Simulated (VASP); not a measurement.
Level of theory: PBE GGA with D4 dispersion, VASP's PBE PAW potentials (set 64) (plane waves; VASP).

A VASP calculation is set up with these files.

File POSCAR:
```
K
1
   -2.6262433434     2.6262433434     2.6262433434
    2.6262433434    -2.6262433434     2.6262433434
    2.6262433434     2.6262433434    -2.6262433434
K
1
Direct
  0.0000000000   0.0000000000   0.0000000000
```

INCAR:
```
# general
SYSTEM=K
PREC  =Accurate
ENCUT =520
LREAL =.False.
LASPH =.True.

# electronic loop
EDIFF =1E-7
NELM  =100
ALGO  =Normal

# smearing
ISMEAR=1
SIGMA =0.1

# functional
GGA   =PE
IVDW  =13

# ions
ISIF  =2

# output
LWAVE =.False.
LCHARG=.False.
```

File KPOINTS:
```
Automatic mesh
0
Gamma
10 10 10
0 0 0
```

POTCAR, in this order: K_sv (PBE.64 set). Program: vasp_std.

Output

**OUTCAR**
```
 ion  position               nearest neighbor table
   1  0.000  0.000  0.000-
  LATTYP: Found a body centered cubic cell.
 ALAT       =     5.2524866868
 Subroutine PRICEL returns:
 Original cell was already a primitive cell.
 Subroutine GETGRP returns: Found 48 space group operations
The static configuration has the point symmetry O_h .
The dynamic configuration has the point symmetry O_h .
 Subroutine INISYM returns: Found 48 space group operations
 Subroutine IBZKPT returns following result:
 Found     47 irreducible k-points:

 Following reciprocal coordinates:
            Coordinates               Weight
  0.000000  0.000000  0.000000      1.000000
  0.100000  0.000000  0.000000     12.000000
  0.200000  0.000000  0.000000     12.000000
  0.300000  0.000000  0.000000     12.000000
  0.400000  0.000000  0.000000     12.000000
  0.500000  0.000000  0.000000      6.000000
  0.100000  0.100000  0.000000     24.000000
  0.200000  0.100000  0.000000     48.000000
  0.300000  0.100000  0.000000     48.000000
  0.400000  0.100000  0.000000     48.000000
  0.200000  0.200000  0.000000     24.000000
  0.300000  0.200000  0.000000     48.000000
  0.400000  0.200000  0.000000     24.000000
  0.300000  0.300000  0.000000     24.000000
  0.100000  0.100000  0.100000      8.000000
  0.200000  0.100000  0.100000     24.000000
  0.300000  0.100000  0.100000     24.000000
  0.400000  0.100000  0.100000     12.000000
 -0.100000  0.100000  0.100000      6.000000
  0.200000  0.200000  0.100000     24.000000
  0.300000  0.200000  0.100000     48.000000
 -0.200000  0.200000  0.100000     24.000000
  0.300000  0.300000  0.100000      8.000000
 -0.300000  0.300000  0.100000     24.000000
 -0.200000  0.300000  0.100000     24.000000
 -0.400000  0.400000  0.100000     24.000000
 -0.300000  0.400000  0.100000     48.000000
  0.500000  0.500000  0.100000     12.000000
 -0.400000  0.500000  0.100000     48.000000
 -0.300000  0.500000  0.100000     24.000000
 -0.400000 -0.400000  0.100000     24.000000
  0.200000  0.200000  0.200000      8.000000
  0.300000  0.200000  0.200000     12.000000
 -0.200000  0.200000  0.200000      6.000000
 -0.300000  0.300000  0.200000     24.000000
 -0.400000  0.400000  0.200000     24.000000
 -0.300000  0.400000  0.200000     24.000000
  0.500000  0.500000  0.200000     12.000000
 -0.400000  0.500000  0.200000     48.000000
 -0.400000 -0.400000  0.200000      8.000000
   k-points           NKPTS =     47   k-points in BZ     NKDIM =     47   number of bands    NBANDS=      8
   number of dos      NEDOS =    301   number of ions     NIONS =      1
   total plane-waves  NPLWV =  46656
   dimension x,y,z NGX =    36 NGY =   36 NGZ =   36
   dimension x,y,z NGXF=    72 NGYF=   72 NGZF=   72
   ions per type =               1
   PREC   = accura    normal or accurate (medium, high low for compatibility)
   ISTART =      0    job   : 0-new  1-cont  2-samecut
   ICHARG =      2    charge: 1-file 2-atom 10-const
   ISPIN  =      1    spin polarized calculation?
   LNONCOLLINEAR =      F non collinear calculations
   LSORBIT =      F    spin-orbit coupling
   INIWAV =      1    electr: 0-lowe 1-rand  2-diag
   ENCUT  =  520.0 eV  38.22 Ry    6.18 a.u.   8.46  8.46  8.46*2*pi/ulx,y,z
   NELM   =    100;   NELMIN=  2; NELMDL= -5     # of ELM steps
   EDIFF  = 0.1E-06   stopping-criterion for ELM
   LREAL  =      F    real-space projection
   NLSPLINE    = F    spline interpolate recip. space projectors
   LMAXMIX     =    2 max onsite mixed and CHGCAR
   VOSKOWN=      0    Vosko Wilk Nusair interpolation
...
```

File OSZICAR:
```
       N       E                     dE             d eps       ncg     rms          rms(c)
DAV:   1     0.450148141016E+02    0.45015E+02   -0.36709E+03   760   0.857E+02
DAV:   2     0.393505534463E+00   -0.44621E+02   -0.44349E+02   752   0.209E+02
DAV:   3    -0.101292804987E+01   -0.14064E+01   -0.14062E+01  1256   0.347E+01
DAV:   4    -0.104286431908E+01   -0.29936E-01   -0.29930E-01  1128   0.385E+00
DAV:   5    -0.104327147951E+01   -0.40716E-03   -0.40716E-03  1328   0.314E-01    0.203E+00
DAV:   6    -0.104337492654E+01   -0.10345E-03   -0.14674E-03  1208   0.294E-01    0.126E+00
DAV:   7    -0.104377453561E+01   -0.39961E-03   -0.30338E-03  1216   0.419E-01    0.560E-02
DAV:   8    -0.104383133108E+01   -0.56795E-04   -0.13348E-04  1104   0.161E-01    0.173E-02
DAV:   9    -0.104384416357E+01   -0.12832E-04   -0.15165E-05  1160   0.323E-02    0.486E-03
DAV:  10    -0.104384366607E+01    0.49750E-06   -0.17505E-06  1208   0.118E-02    0.149E-03
DAV:  11    -0.104384366652E+01   -0.45293E-09   -0.49319E-08   944   0.279E-03
   1 F= -.11137666E+01 E0= -.11134170E+01  d E =-.104861E-02
```

### OUTCAR
```
------------------------ aborting loop because EDIFF is reached ----------------------------------------
  Edisp (eV):   -0.06992
  FORCE on cell =-STRESS in cart. coord.  units (eV):
  Direction    XX          YY          ZZ          XY          YZ          ZX
  --------------------------------------------------------------------------------------
  Total      -0.04615    -0.04615    -0.04615     0.00000    -0.00000     0.00000
  in kB      -1.02057    -1.02057    -1.02057     0.00000    -0.00000     0.00000
  external pressure =       -1.02 kB  Pullay stress =        0.00 kB
  volume of cell :       72.45
      direct lattice vectors                 reciprocal lattice vectors
    -2.626243343  2.626243343  2.626243343     0.000000000  0.190386013  0.190386013
     2.626243343 -2.626243343  2.626243343     0.190386013  0.000000000  0.190386013
     2.626243343  2.626243343 -2.626243343     0.190386013  0.190386013  0.000000000
 POSITION                                       TOTAL-FORCE (eV/Angst)
 -----------------------------------------------------------------------------------
      0.00000      0.00000      0.00000         0.000000      0.000000      0.000000
 -----------------------------------------------------------------------------------
    total drift:                               -0.000000     -0.000000      0.000000
  FREE ENERGIE OF THE ION-ELECTRON SYSTEM (eV)
  ---------------------------------------------------
  free  energy   TOTEN  =        -1.1137665505 eV

  energy  without entropy=       -1.1127179385  energy(sigma->0) =       -1.11341701
```
(Selected blocks of OUTCAR.)

The compound is K in the bcc structure. This cell is one point of a volume scan, at 1.03 of the reference volume.
